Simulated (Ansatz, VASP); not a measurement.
# TiAu in two plane-wave programs, part 2 of 2

Aim: how closely do two programs agree when they are given the same cell, functional and k mesh? The cell is taken from a series of VASP runs on this material, whose earlier steps may have relaxed, scaled or displaced it; both programs get it as it stands.

VASP 6.6.1 and Ansatz 0.2.0.

So far: The starting structure; VASP: band structure, r2SCAN; Ansatz: band structure, r2SCAN; Comparison; Other set-ups.

## 6. VASP: single point, r2SCAN, volume scaled by 0.96

Level of this step: r2SCAN; plane waves and PAW (Ti_sv, Au) (VASP).

With cell and atoms fixed, the geometry can't cause a difference; cores, projectors, grids and the points listed under the comparison can. The cell compared in this pair holds 64.16 Å³, against 66.84 Å³ for the pair before.

Contents of INCAR:

```
SYSTEM = TiAu
PREC = Accurate
ENCUT = 400
EDIFF = 1E-06
NELM = 100
ISMEAR = 1
SIGMA = 0.2
LREAL = .FALSE.
ALGO = Normal
METAGGA = R2SCAN
LASPH = .TRUE.
NBANDS = 29
LORBIT = 11
LWAVE = .FALSE.
LCHARG = .FALSE.
KPAR = 4
ISIF = 2
```

Contents of POSCAR:

```
TiAu
1.0
    4.5779467622      0.0000000000      0.0000000000
    0.0000000000      2.9142340990      0.0000000000
    0.0000000000      0.0000000000      4.8094296306
Ti Au
2 2
Direct
    0.2500000000      0.0000000000      0.8041505831
    0.7500000000      0.0000000000      0.1958494169
    0.2500000000      0.5000000000      0.3131311300
    0.7500000000      0.5000000000      0.6868688700
```

Contents of KPOINTS:

```
Automatic mesh
0
Gamma
4 7 4
0 0 0
```

Potentials, in the order of the species: Ti_sv and Au (PBE family, release 64).

On the command line:

```bash
> mpirun -np 4 vasp_std
```

Numbers of over 12 decimals in the logs are rounded to 6 here.

The program printed:

```text
[banner, memory and clock lines left out]
running    4 mpi-ranks, on    1 nodes
[...]
[... a notice as in an earlier step ...]

 LDA part: xc-table for (None), standard interpolation
 POSCAR, INCAR and KPOINTS ok, starting setup
[...]
entering main loop
       N       E                     dE             d eps       ncg     rms          rms(c)
DAV:   1     0.381632697259E+03    0.38163E+03   -0.20650E+04  2088   0.161E+03
DAV:   2    -0.908309441864E+02   -0.47246E+03   -0.45433E+03  2196   0.482E+02
DAV:   3    -0.142313852813E+03   -0.51483E+02   -0.50065E+02  3575   0.140E+02
DAV:   4    -0.145779617558E+03   -0.34658E+01   -0.34008E+01  2762   0.325E+01
[...]
DAV:  12    -0.128609501126E+03    0.15793E-05   -0.84046E-05  2771   0.669E-02    0.955E-03
DAV:  13    -0.128609501787E+03   -0.66128E-06   -0.12047E-05  2925   0.187E-02    0.722E-03
DAV:  14    -0.128609502425E+03   -0.63761E-06   -0.75970E-07  1374   0.761E-03
   1 F= -.12860950E+03 E0= -.12860472E+03  d E =-.143401E-01
```

From OUTCAR (step 6):

```text
  Total        2.9681540      2.8307569      2.9346261      0.0000000      0.0000000      0.0000000
  in kB       74.1153682     70.6845347     73.2781701      0.0000000      0.0000000      0.0000000
  external PRESSURE =      72.6926910 kB  Pullay stress =       0.0000000 kB

 POSITION                                       TOTAL-FORCE (eV/Angst)
 -----------------------------------------------------------------------------------
      1.14449      0.00000      3.86751         0.000000     -0.000000      0.114957
      3.43346      0.00000      0.94192        -0.000000     -0.000000     -0.114957
      1.14449      1.45712      1.50598        -0.000000      0.000000     -0.027456
      3.43346      1.45712      3.30345        -0.000000     -0.000000      0.027456
 -----------------------------------------------------------------------------------
    total drift:                                0.000000     -0.000000      0.000000

  FREE ENERGIE OF THE ION-ELECTRON SYSTEM (eV)
  ---------------------------------------------------
  free  energy   TOTEN  =      -128.6095024249 eV

  energy  without entropy=     -128.5951622831  energy(sigma->0) =     -128.60472238

[... 3 further parts left out ...]
[key lines of the parts left out:]
E-fermi :  10.2138
```

The run ends at a pressure of 7.27 GPa, with forces up to 0.11 eV/Å.

## 7. Ansatz: single point, r2SCAN, volume scaled by 0.96

The same cell, functional, mesh and smearing now go to Ansatz, which takes its cutoff from its data sets.

The cell is a member of a volume series, scaled by 0.96 from a relaxed one, so a pressure remains.

Contents of input.yaml:

```yaml
crystal:
  lattice:
    - [4.5779467622, 0.0, 0.0]
    - [0.0, 2.914234099, 0.0]
    - [0.0, 0.0, 4.8094296306]
  atoms:
    - { symbol: Ti, position: [0.25, 0.0, 0.8041505831] }
    - { symbol: Ti, position: [0.75, 0.0, 0.1958494169] }
    - { symbol: Au, position: [0.25, 0.5, 0.31313113] }
    - { symbol: Au, position: [0.75, 0.5, 0.68686887] }
hamiltonian:
  xc: r2scan
  pseudopotentials: { kind: paw }
kpoints:
  mp_grid: { grid: [4, 7, 4] }
scf:
  occupations: { method: methfessel_paxton, width: 0.2 }
  n_extra_bands: 5
output:
  forces: true
  stress: true
  eigenvalues: true
  write_density: true
  write_potential: true
  elf: true
  volumetric_format: npy
```

On the command line:

```bash
> ansatz run input.yaml --threads 2 --pin off --max-ram 4608MiB --backend cpu --events-out ev --progress --plain --runs-dir out
```

The program printed:

```text
[...]
Crystal: 4 atoms, lattice volume = 64.164 Å³
Basis set: ecut = 500 eV, 1619 PW (Γ), exchange–correlation on 144×96×144 points (64 copies of the dense FFT grid, shifted against one another)
Bands: 36, of which v1, the nominal top of the filled ones, is band 31 counted from 1 (30 counted from 0)
Symmetry: 8 space group operations
[...]
k-points: 36 of 112
[...]
k-point 0: bands = [... 27 lower, 15.6961, 17.4499, 18.1554, 18.5975, 18.8693, 19.0310, 20.7166, 21.1268, ... 1 higher]
  k-point 1: bands = [... 27 lower, 14.7470, 17.4225, 18.1857, 18.4560, 18.7155, 18.9304, 20.4155, 20.7878, ... 1 higher]
  k-point 2: bands = [... 27 lower, 14.4383, 17.4246, 18.2417, 18.3269, 18.5412, 18.8209, 19.5565, 20.4397, ... 1 higher]
  k-point 35: bands = [... 27 lower, 16.6576, 18.3497, 18.3497, 19.2929, 19.2929, 19.7720, 19.7720, 20.9507, ... 1 higher]
[key lines of the parts left out:]
SCF converged after 8 iterations
Free energy (F): -31337.275660 eV
Fermi energy:    18.808074 eV
P = ⅓ Tr σ = 7.0046 GPa (70.046 kbar)
```

It took 14 s on 2 threads of Arm Neoverse N1, shared host; peak memory 0.51 GiB; 27 s of CPU time.

The run ends at a pressure of 7.00 GPa, with forces up to 0.11 eV/Å.

## 8. Differences

Compared:

```
                                        quantity  Ansatz  VASP  difference
                                  pressure (GPa)    7.00  7.27       -0.26
pressure without Ansatz's Pulay correction (GPa)    6.90  7.27       -0.37
```

Forces (eV/Å; atoms numbered as in POSCAR):

```
atom        Ansatz x, y, z          VASP x, y, z
 Ti1   0.000, 0.000, 0.108   0.000, 0.000, 0.115
 Ti2  0.000, 0.000, -0.108  0.000, 0.000, -0.115
 Au3  0.000, 0.000, -0.014  0.000, 0.000, -0.027
 Au4   0.000, 0.000, 0.014   0.000, 0.000, 0.027
```

The forces differ by 6.3 meV/Å r.m.s., which is 13.0 % of the r.m.s. force of 0.05 eV/Å (both taken over all components). Ansatz's pressure holds a Pulay correction of 0.10 GPa; VASP's holds none.

## 9. What the set-up changes

Further runs change the set-up of one program: Ansatz's method, potentials or start, or VASP's data sets, cutoff or form of LDA. The table gives Ansatz less VASP for each quantity, since a change that brings one quantity closer may part another.

```
                              run  r.m.s. force difference (meV/Å)  pressure (GPa)
                         as above                              6.3           -0.26
Ansatz's all-electron LAPW method                              5.6           -0.27
```

## 10. Ansatz: single point, r2SCAN, volume scaled by 1.04

With cell and atoms fixed, the geometry can't cause a difference; cores, projectors, grids and the points listed under the comparison can. The cell compared in this pair holds 69.51 Å³, against 64.16 Å³ for the pair before.

The cell is a member of a volume series, scaled by 1.04 from a relaxed one, so a pressure remains.

input.yaml, the sections that differ from step 7:

```yaml
crystal:
  lattice:
    - [4.7017345553, 0.0, 0.0]
    - [0.0, 2.9930350608, 0.0]
    - [0.0, 0.0, 4.9394767262]
  atoms:
    - { symbol: Ti, position: [0.25, 0.0, 0.8041505831] }
    - { symbol: Ti, position: [0.75, 0.0, 0.1958494169] }
    - { symbol: Au, position: [0.25, 0.5, 0.31313113] }
    - { symbol: Au, position: [0.75, 0.5, 0.68686887] }
output:
  forces: true
  stress: true
  eigenvalues: true
# hamiltonian, kpoints, scf: as in step 7
```

The program printed:

```text
[...]
Crystal: 4 atoms, lattice volume = 69.511 Å³
Basis set: ecut = 500 eV, 1781 PW (Γ), exchange–correlation on 144×96×160 points (64 copies of the dense FFT grid, shifted against one another)
Bands: 36, of which v1, the nominal top of the filled ones, is band 31 counted from 1 (30 counted from 0)
Symmetry: 8 space group operations
[...]
k-points: 36 of 112
[...]
k-point 0: bands = [... 27 lower, 14.0763, 15.7822, 16.4516, 16.8351, 17.0658, 17.2193, 18.7621, 19.1035, ... 1 higher]
  k-point 1: bands = [... 27 lower, 13.1705, 15.7704, 16.4832, 16.7133, 16.9507, 17.1364, 18.4851, 18.8259, ... 1 higher]
  k-point 2: bands = [... 27 lower, 12.8864, 15.8016, 16.5360, 16.5942, 16.8105, 17.0434, 17.7210, 18.5380, ... 1 higher]
  k-point 35: bands = [... 27 lower, 14.9525, 16.6076, 16.6076, 17.4874, 17.4874, 17.8875, 17.8875, 18.9239, ... 1 higher]
[key lines of the parts left out:]
SCF converged after 9 iterations
Free energy (F): -31337.277294 eV
Fermi energy:    17.037872 eV
P = ⅓ Tr σ = -5.9194 GPa (-59.194 kbar)
```

It took 13 s on 2 threads; peak memory 0.53 GiB; 25 s of CPU time.

The run ends at a pressure of -5.92 GPa, with forces up to 0.087 eV/Å.

## 11. VASP: single point, r2SCAN, volume scaled by 1.04

The same cell, functional, mesh and smearing now go to VASP, with its own data sets and cutoff.

INCAR is that of step 6.

Contents of POSCAR:

```
TiAu
1.0
    4.7017345553      0.0000000000      0.0000000000
    0.0000000000      2.9930350608      0.0000000000
    0.0000000000      0.0000000000      4.9394767262
Ti Au
2 2
Direct
    0.2500000000      0.0000000000      0.8041505831
    0.7500000000      0.0000000000      0.1958494169
    0.2500000000      0.5000000000      0.3131311300
    0.7500000000      0.5000000000      0.6868688700
```

KPOINTS is that of step 6.

On the command line:

```bash
> mpirun -np 4 vasp_std
```

The program printed:

```text
[... set-up lines as in an earlier step ...]
 entering main loop
       N       E                     dE             d eps       ncg     rms          rms(c)
DAV:   1     0.373050284348E+03    0.37305E+03   -0.20425E+04  2088   0.158E+03
DAV:   2    -0.904281934962E+02   -0.46348E+03   -0.44617E+03  2183   0.476E+02
DAV:   3    -0.142359069588E+03   -0.51931E+02   -0.50472E+02  3518   0.139E+02
DAV:   4    -0.146127703688E+03   -0.37686E+01   -0.37159E+01  2828   0.334E+01
[...]
DAV:  12    -0.128628174055E+03   -0.98891E-05   -0.62041E-05  2970   0.529E-02    0.114E-02
DAV:  13    -0.128628172486E+03    0.15690E-05   -0.77452E-06  2544   0.167E-02    0.571E-03
DAV:  14    -0.128628173108E+03   -0.62157E-06   -0.81370E-07  1384   0.784E-03
   1 F= -.12862817E+03 E0= -.12862355E+03  d E =-.138562E-01
```

From OUTCAR (step 11):

```text
  Total       -2.5597789     -2.4915365     -2.5730854      0.0000000      0.0000000      0.0000000
  in kB      -59.0013809    -57.4284358    -59.3080876      0.0000000      0.0000000      0.0000000
  external PRESSURE =     -58.5793014 kB  Pullay stress =       0.0000000 kB

 POSITION                                       TOTAL-FORCE (eV/Angst)
 -----------------------------------------------------------------------------------
      1.17543      0.00000      3.97208        -0.000000      0.000000     -0.088523
      3.52630      0.00000      0.96739         0.000000      0.000000      0.088523
      1.17543      1.49652      1.54670         0.000000     -0.000000      0.009192
      3.52630      1.49652      3.39277         0.000000      0.000000     -0.009192
 -----------------------------------------------------------------------------------
    total drift:                                0.000000     -0.000000     -0.000000

  FREE ENERGIE OF THE ION-ELECTRON SYSTEM (eV)
  ---------------------------------------------------
  free  energy   TOTEN  =      -128.6281731078 eV

  energy  without entropy=     -128.6143169240  energy(sigma->0) =     -128.62355438

[... 1 part as in an earlier step ...]

[... 2 further parts left out ...]
[key lines of the parts left out:]
E-fermi :   9.1008
```

The run ends at a pressure of -5.86 GPa, with forces up to 0.089 eV/Å.

## 12. Side by side

The two programs side by side:

```
                                        quantity  Ansatz   VASP  difference
                                  pressure (GPa)   -5.92  -5.86       -0.06
pressure without Ansatz's Pulay correction (GPa)   -6.02  -5.86       -0.17
```

Forces (eV/Å; atoms numbered as in POSCAR):

```
atom        Ansatz x, y, z          VASP x, y, z
 Ti1  0.000, 0.000, -0.087  0.000, 0.000, -0.089
 Ti2   0.000, 0.000, 0.087   0.000, 0.000, 0.089
 Au3   0.000, 0.000, 0.019   0.000, 0.000, 0.009
 Au4  0.000, 0.000, -0.019  0.000, 0.000, -0.009
```

The forces differ by 4.1 meV/Å r.m.s., which is 11.3 % of the r.m.s. force of 0.04 eV/Å (both taken over all components). Ansatz's pressure holds a Pulay correction of 0.10 GPa; VASP's holds none.

## 13. Results

| Property | Result |
| --- | --- |
| r.m.s. difference of levels near the Fermi level (band structure, r2SCAN) | 4.8 meV |
| r.m.s. force difference (single point, r2SCAN, volume scaled by 0.96) | 6.3 meV/Å |
| r.m.s. force difference (single point, r2SCAN, volume scaled by 1.04) | 4.1 meV/Å |

The r.m.s. force difference is 6.3 meV/Å (single point, r2SCAN, volume scaled by 0.96), within the 12 meV/Å picked in this series as the mark of a large difference. For band structure, r2SCAN, no further run moves any of the tabulated differences by more than a quarter of its size. For single point, r2SCAN, volume scaled by 0.96, no further run moves any of the tabulated differences by more than a quarter of its size. 1 further run of this series is not shown here. How closely two codes agree says nothing of how well the functional describes the real material.

[Lines on the potential files, build, host, timing and source positions are cut from VASP's logs without a mark.]

[Logs are printed without paths, hosts, clocks, repeated set-up lines and the standing remarks that a program may print on its own settings, such as how far it seeks lower states.]

[Hosts, paths, dates, database ids (printed as entryN), source tags and the programs' standing remarks are cut or masked in the printed files.]
